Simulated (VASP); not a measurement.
**TiO (relaxed from the CsCl type structure, space group Pm-3m): computed properties**

All values below come from r2SCAN meta-GGA, VASP's PBE PAW potentials (set 64) (plane waves; VASP).

```
Item                                                                   Value
----------------------------------  ----------------------------------------
space group                                                      Pm-3m (221)
cell                                a = b = c = 2.6297 Å, α = β = γ = 90.00°
volume per atom                                                9.09 Å^3/atom
band gap (over mesh and band path)  none (metal, semimetal or under 0.01 eV)
density                                                           5.83 g/cm³
```

```yaml
crystal:
  lattice:
    - [2.62967, 0.00000, 0.00000]
    - [0.00000, 2.62967, 0.00000]
    - [0.00000, 0.00000, 2.62967]
  atoms:
    - { symbol: Ti, position: [0.00000, 0.00000, 0.00000] }
    - { symbol: O, position: [0.50000, 0.50000, 0.50000] }
```

The structure was generated: TiO was put into the CsCl type type (Pm-3m), which need not be its known phase. It was relaxed first, which changed the volume by -28 %. Symmetry was kept, so distortions that lower it aren't found.
